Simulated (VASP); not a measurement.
AgCl (rock salt) relaxed at rising pressure, in one space group throughout; other phases were not tried. The pressures are those reached. Method: PBEsol GGA, VASP's PBE PAW potentials (set 64) (plane waves; VASP 6.6.1).

```
P (GPa)  V (Å³/atom)  k-mesh
-------  -----------  ------
-0.01         20.179   8×8×8
5.03          18.760   9×9×9
10.01         17.787   9×9×9
20.07         16.433   9×9×9
29.99         15.503   9×9×9
```

A change of mesh leaves a small step in the series.

Task: Fit an equation of state and predict the volume at 44.90 GPa.

Result: Least squares on the third-order Birch-Murnaghan form, P = (3B0/2)(y⁷ − y⁵)[1 + (3/4)(B′ − 4)(y² − 1)] with y = (V0/V)^(1/3), gives V0 = 20.174 Å³/atom, B0 = 57 GPa and B′ = 5.2, and so 14.495 Å³/atom. The run gave 14.489 Å³/atom, -0.0 % from the fit.

Pressures at which the relaxation failed are left out.

The compound is AgCl in the rock salt structure.
